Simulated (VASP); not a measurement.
OSZICAR of a VASP run on KTaO3 (cubic perovskite):

OSZICAR:
```
       N       E                     dE             d eps       ncg     rms          rms(c)
DAV:   1     0.372972414764E+03    0.37297E+03   -0.23740E+04   920   0.194E+03
DAV:   2    -0.311933372214E+02   -0.40417E+03   -0.39427E+03  1118   0.492E+02
DAV:   3    -0.527664550443E+02   -0.21573E+02   -0.21519E+02  1158   0.110E+02
DAV:   4    -0.533110835226E+02   -0.54463E+00   -0.54439E+00  1666   0.161E+01
DAV:   5    -0.533132570270E+02   -0.21735E-02   -0.21733E-02  1158   0.103E+00    0.372E+01
DAV:   6    -0.453893350335E+02    0.79239E+01   -0.41975E+01  1110   0.462E+01    0.151E+01
DAV:   7    -0.451620835042E+02    0.22725E+00   -0.24427E+00  1264   0.106E+01    0.954E+00
DAV:   8    -0.450761365360E+02    0.85947E-01   -0.34547E-01  1208   0.505E+00    0.115E+00
DAV:   9    -0.450699971937E+02    0.61393E-02   -0.24514E-02  1244   0.119E+00    0.235E-01
DAV:  10    -0.450690875947E+02    0.90960E-03   -0.66261E-03  1314   0.605E-01    0.691E-02
DAV:  11    -0.450690697962E+02    0.17798E-04   -0.44761E-04  1245   0.171E-01    0.278E-02
DAV:  12    -0.450690718400E+02   -0.20438E-05   -0.22532E-05  1467   0.344E-02    0.792E-03
DAV:  13    -0.450690714439E+02    0.39606E-06   -0.16475E-06   871   0.928E-03
   1 F= -.45069071E+02 E0= -.45069071E+02  d E =-.450691E+02
       N       E                     dE             d eps       ncg     rms          rms(c)
DAV:   1    -0.450717370058E+02   -0.26652E-02   -0.81076E-02  1039   0.284E+00    0.497E-01
DAV:   2    -0.450694584889E+02    0.22785E-02   -0.82523E-03  1067   0.682E-01    0.227E-01
DAV:   3    -0.450690190917E+02    0.43940E-03   -0.80572E-04  1182   0.286E-01    0.827E-02
DAV:   4    -0.450689761816E+02    0.42910E-04   -0.27569E-04  1312   0.112E-01    0.456E-02
DAV:   5    -0.450689802741E+02   -0.40925E-05   -0.21564E-05  1513   0.297E-02    0.103E-02
DAV:   6    -0.450689806460E+02   -0.37187E-06   -0.47187E-06  1303   0.152E-02
   2 F= -.45068981E+02 E0= -.45068981E+02  d E =0.907980E-04
       N       E                     dE             d eps       ncg     rms          rms(c)
DAV:   1    -0.450700913283E+02   -0.11111E-02   -0.27183E-02  1046   0.164E+00    0.289E-01
DAV:   2    -0.450693272196E+02    0.76411E-03   -0.27682E-03  1067   0.395E-01    0.133E-01
DAV:   3    -0.450691790703E+02    0.14815E-03   -0.27122E-04  1174   0.166E-01    0.492E-02
DAV:   4    -0.450691642148E+02    0.14856E-04   -0.93037E-05  1312   0.652E-02    0.271E-02
DAV:   5    -0.450691655212E+02   -0.13064E-05   -0.70973E-06  1404   0.171E-02    0.618E-03
DAV:   6    -0.450691656120E+02   -0.90746E-07   -0.12723E-06   764   0.884E-03
   3 F= -.45069166E+02 E0= -.45069166E+02  d E =-.941680E-04
```

Q: Which electronic solver shows in the log?

A: It is blocked Davidson (ALGO = Normal, or the opening steps of other solvers). The INCAR had ALGO = Normal.

Q: Can the final energy be trusted as converged?

A: The calculation finished and met its thresholds. It stopped with EDIFF = 1E-6, NELM = 100, NSW = 40 and EDIFFG = -0.02 after 3 ionic steps (LDA (Ceperley-Alder, Perdew-Zunger), plane waves, VASP's LDA PAW potentials (set 64)).

The compound is KTaO3 in the cubic perovskite structure. This run relaxes it. Symmetry was kept, so distortions that lower it aren't found.
